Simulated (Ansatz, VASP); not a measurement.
# K10Ca5Si31B10O87 (glassy 67SiO2-11B2O3-11CaO-11K2O (mol %)): VASP beside Ansatz, part 2 of 2

Aim: how closely do two programs agree when they are given the same cell, functional and k mesh? Of the first pair: The structure shown is the start of the Ansatz relaxation below; VASP solves that cell, so the two are compared at the walk's first step.

VASP 6.6.1 and Ansatz 0.2.0.

So far. Step 3 (VASP: single point, PBE, start cell, pair 1): The run ends at a pressure of 0.52 GPa, with forces up to 4.6 eV/Å.

**5. Ansatz: relaxation, PBE**

Level of this step: Ansatz beside VASP: Kohn-Sham DFT, plane waves, PBE (Ansatz).

This run makes the geometry at which the two programs are then compared. The cell compared in this pair holds 2027.47 Å³, against 2032.62 Å³ for the pair before.

The structure compared here is the end of the Ansatz relaxation.

Contents of input.yaml:

```yaml
crystal:
  lattice:
    - [12.66733, 0.0, 0.0]
    - [0.0, 12.66733, 0.0]
    - [0.0, 0.0, 12.66733]
  atoms:
    - { symbol: Si, position: [0.49578, 0.50305, 0.56574] }
    - { symbol: Si, position: [0.68385, 0.37332, 0.48934] }
    - { symbol: Si, position: [0.59428, 0.16824, 0.9687] }
    - { symbol: Si, position: [0.46527, 0.35124, 0.08818] }
    - { symbol: Si, position: [0.48049, 0.64206, 0.77406] }
    - { symbol: Si, position: [0.13036, 0.30395, 0.74556] }
    - { symbol: Si, position: [0.27812, 0.5923, 0.23869] }
    - { symbol: Si, position: [0.99747, 0.30585, 0.37461] }
    - { symbol: Si, position: [0.27924, 0.99879, 0.618] }
    - { symbol: Si, position: [0.90594, 0.19328, 0.7695] }
    - { symbol: Si, position: [0.9003, 0.48726, 0.51145] }
    - { symbol: Si, position: [0.07511, 0.20541, 0.06648] }
    - { symbol: Si, position: [0.31802, 0.17138, 0.08292] }
    - { symbol: Si, position: [0.08945, 0.92072, 0.73671] }
    - { symbol: Si, position: [0.28038, 0.38114, 0.55345] }
    - { symbol: Si, position: [0.79002, 0.40556, 0.84422] }
    - { symbol: Si, position: [0.81479, 0.40733, 0.08968] }
    - { symbol: Si, position: [0.63412, 0.37268, 0.24544] }
    - { symbol: Si, position: [0.21543, 0.61455, 0.52022] }
    - { symbol: Si, position: [0.16103, 0.96432, 0.41091] }
    - { symbol: Si, position: [0.37876, 0.43339, 0.87628] }
    - { symbol: Si, position: [0.16097, 0.68341, 0.75676] }
    - { symbol: Si, position: [0.9796, 0.02191, 0.92378] }
    - { symbol: Si, position: [0.9873, 0.51406, 0.75011] }
    - { symbol: Si, position: [0.05405, 0.43349, 0.04475] }
    - { symbol: Si, position: [0.38793, 0.0413, 0.91603] }
    - { symbol: Si, position: [0.49047, 0.87396, 0.39818] }
    - { symbol: Si, position: [0.35427, 0.05511, 0.30201] }
    - { symbol: Si, position: [0.96609, 0.6122, 0.30742] }
    - { symbol: Si, position: [0.70201, 0.13998, 0.17875] }
[... 107 atom lines left out ...]
    - { symbol: O, position: [0.64183, 0.39717, 0.36725] }
    - { symbol: O, position: [0.96611, 0.38268, 0.46956] }
    - { symbol: O, position: [0.16554, 0.0098, 0.68288] }
    - { symbol: O, position: [0.28707, 0.59002, 0.10867] }
    - { symbol: O, position: [0.49993, 0.07626, 0.97639] }
    - { symbol: O, position: [0.23831, 0.48024, 0.28322] }
kpoints:
  mp_grid: { grid: [1, 1, 1] }
hamiltonian:
  xc: pbe
scf:
  occupations: { method: fixed }
output:
  forces: true
relax:
  f_tol: 0.05
  max_steps: 150
  cell: {}
```

On the command line:

```sh
> ansatz run input.yaml --threads 4 --pin off --max-ram 8192MiB --backend cpu --events-out ev --progress --plain --runs-dir out
```

Numbers of over 12 decimals in the logs are rounded to 6 here.

The log of the run:

```text
[...]
Crystal: 143 atoms, lattice volume = 2032.616 Å³
Basis set: ecut = 420 eV, 39607 PW (Γ), exchange–correlation on 180×180×180 points (8 copies of the dense FFT grid, shifted against one another)
Bands: 551, of which v1, the nominal top of the filled ones, is band 408 counted from 1 (407 counted from 0)
Symmetry: 1 space group operations
[...]
k-points: 1
[...]
- { symbol: O, position: [0.313672, 0.031309, 0.013150] }
    - { symbol: O, position: [-0.0084048, 0.156553, 0.169529] }
    - { symbol: O, position: [0.514862, 0.392275, 0.188446] }
    - { symbol: O, position: [0.381957, 0.448215, 0.609361] }
    - { symbol: O, position: [0.757976, 0.408444, 0.966505] }
    - { symbol: O, position: [0.070943, 0.517454, 0.956234] }
    - { symbol: O, position: [0.459532, 0.766441, 0.454858] }
[...]
- { symbol: O, position: [0.161457, 0.013351, 0.685853] }
    - { symbol: O, position: [0.331995, 0.659294, 0.117309] }
    - { symbol: O, position: [0.516655, 0.047370, 0.984359] }
    - { symbol: O, position: [0.234902, 0.512950, 0.267285] }
```

**6. VASP: single point, PBE, relaxed cell, pair 2**

The same cell, functional and mesh now go to VASP, with its own data sets.

Contents of INCAR:

```
SYSTEM = K10Ca5Si31B10O87
PREC = Accurate
ENCUT = 600
EDIFF = 1E-06
NELM = 120
ISMEAR = 0
SIGMA = 0.01
LREAL = Auto
ALGO = Normal
GGA = PE
NBANDS = 508
LORBIT = 11
LWAVE = .FALSE.
LCHARG = .FALSE.
ISIF = 2
LASPH = .TRUE.
GGA_COMPAT = .FALSE.
EFERMI = MIDGAP
```

Contents of POSCAR:

```
K10Ca5Si31B10O87
1.0
   12.6749560000      0.1505530000      0.0069540000
    0.1505530000     12.4434240000      0.4470610000
    0.0069540000      0.4470610000     12.8727680000
Si B Ca K O
31 10 5 10 87
Direct
    0.4869700000      0.5135800000      0.5696500000
    0.6756100000      0.3926100000      0.4783100000
    0.5963100000      0.1519900000      0.9871700000
    0.4538700000      0.3288800000      0.0936100000
    0.4981600000      0.6344600000      0.7852900000
    0.1383200000      0.3019600000      0.7472200000
    0.2863900000      0.6348400000      0.2327500000
    0.0026100000      0.3139300000      0.3588200000
    0.2608700000      0.0135400000      0.6044800000
    0.9179000000      0.1966300000      0.7690400000
    0.8937500000      0.4940400000      0.4890800000
    0.0635000000      0.1785600000      0.0670500000
    0.3066000000      0.1487900000      0.0848100000
    0.0815200000      0.9177300000      0.7314100000
    0.2810400000      0.3881200000      0.5585100000
    0.7915900000      0.3889700000      0.8455100000
    0.8110100000      0.3862100000      0.0820100000
    0.6321800000      0.3627500000      0.2383900000
    0.2042800000      0.6119400000      0.5055200000
    0.1494800000      0.9698400000      0.4100300000
    0.3696000000      0.4380700000      0.8945000000
    0.1304100000      0.6731500000      0.7350600000
    0.9786400000      0.0008400000      0.9184700000
    0.9756000000      0.5035900000      0.7293100000
    0.0423400000      0.4234100000      0.0512100000
    0.4037200000      0.0336700000      0.9216300000
    0.4963200000      0.8820300000      0.4020200000
    0.3398200000      0.0641300000      0.3159200000
    0.9485300000      0.6321500000      0.2922600000
    0.7051000000      0.1239100000      0.1999800000
[... 107 atom lines left out ...]
    0.6328100000      0.4047400000      0.3572100000
    0.9465300000      0.3901200000      0.4430600000
    0.1614600000      0.0133500000      0.6858500000
    0.3319900000      0.6592900000      0.1173100000
    0.5166500000      0.0473700000      0.9843600000
    0.2349000000      0.5129500000      0.2672800000
```

Contents of KPOINTS:

```
Automatic mesh
0
Gamma
1 1 1
0 0 0
```

The projector-augmented-wave data sets are Si, B, Ca_sv, K_sv and O (PBE family, release 64).

On the command line:

```sh
> export OMP_NUM_THREADS=4
> mpirun -np 1 vasp_gam
```

The log of the run:

```text
[... set-up lines as in an earlier step ...]
 entering main loop
       N       E                     dE             d eps       ncg     rms          rms(c)
DAV:   1     0.922911968371E+04    0.92291E+04   -0.51581E+05  1016   0.179E+03
DAV:   2    -0.259226630105E+03   -0.94883E+04   -0.91201E+04  1252   0.449E+02
DAV:   3    -0.116141961753E+04   -0.90219E+03   -0.89559E+03  1216   0.148E+02
DAV:   4    -0.119870179088E+04   -0.37282E+02   -0.37135E+02  1280   0.283E+01
[...]
DAV:  18    -0.106046355242E+04    0.71237E-05   -0.32977E-05  1208   0.970E-03    0.155E-02
DAV:  19    -0.106046355111E+04    0.13079E-05   -0.17035E-05  1344   0.100E-02    0.647E-03
DAV:  20    -0.106046355132E+04   -0.21021E-06   -0.71391E-06  1192   0.669E-03
   1 F= -.10604636E+04 E0= -.10604636E+04  d E =0.000000E+00
```

From OUTCAR (step 6):

```text
  Total        0.2310806     -0.3776519     -0.0474996      0.5947843      0.1343271     -0.1163116
  in kB        0.1826083     -0.2984342     -0.0375359      0.4700201      0.1061502     -0.0919136
  external PRESSURE =      -0.0511206 kB  Pullay stress =       0.0000000 kB

  FREE ENERGIE OF THE ION-ELECTRON SYSTEM (eV)
  ---------------------------------------------------
  free  energy   TOTEN  =     -1060.4635513246 eV

  energy  without entropy=    -1060.4635513246  energy(sigma->0) =    -1060.46355132

[... 1 part as in an earlier step ...]

[... 2 further parts left out ...]
[key lines of the parts left out:]
E-fermi :   3.2406
```

The run ends at a pressure of -0.01 GPa, with forces up to 0.12 eV/Å.

**7. Comparison**

What differs besides the data sets and the points named for the pairs above, as far as they apply: the cutoff is 420 eV in Ansatz and 600 eV in VASP (PREC = Accurate, projectors in real space). Total energies have different zeros and are not compared.

The two programs side by side:

```tsv
quantity	Ansatz	VASP	difference
pressure (GPa)	0.00	-0.01	+0.01
gap on the k mesh (eV)	3.440	3.438	+0.002
```

Forces on 7 of the 143 atoms, those with the largest forces and the largest differences (eV/Å; atoms numbered as in POSCAR):

```tsv
atom	Ansatz x, y, z	VASP x, y, z
Si5	0.020, -0.029, 0.015	-0.077, -0.033, -0.051
Si14	0.010, -0.005, -0.005	0.106, -0.004, 0.044
Si23	0.009, 0.002, -0.041	0.050, 0.050, -0.059
O78	-0.008, -0.010, 0.013	-0.053, -0.068, 0.050
O87	-0.014, -0.002, -0.008	-0.088, -0.004, -0.062
O119	0.000, 0.003, -0.001	0.101, 0.017, 0.067
O135	-0.009, -0.008, -0.025	-0.086, -0.024, -0.070
```

The forces differ by 25 meV/Å r.m.s., which is 92.0 % of the r.m.s. force of 0.027 eV/Å (both taken over all components). A gap on the mesh is an upper bound, since the band edges may lie between its points.

**8. Summary of results**

| Property | Result |
| --- | --- |
| r.m.s. force difference (single point, PBE, start cell, pair 1) | 2.1 % of the r.m.s. force |
| r.m.s. force difference (single point, PBE, relaxed cell, pair 2) | 25 meV/Å |

What this shows: The r.m.s. force difference is 25 meV/Å (single point, PBE, relaxed cell, pair 2), beyond the 12 meV/Å picked in this series as the mark of a large difference. What causes the difference of the single point, PBE, relaxed cell, pair 2 pair stays open here. How closely two codes agree says nothing of how well the functional describes the real material.

[Lines on the potential files, build, host, timing and source positions are cut from VASP's logs without a mark.]

[Logs are printed without paths, hosts, clocks, repeated set-up lines and the standing remarks that a program may print on its own settings, such as how far it seeks lower states.]

[Hosts, paths, dates, database ids (printed as entryN), source tags and the programs' standing remarks are cut or masked in the printed files.]
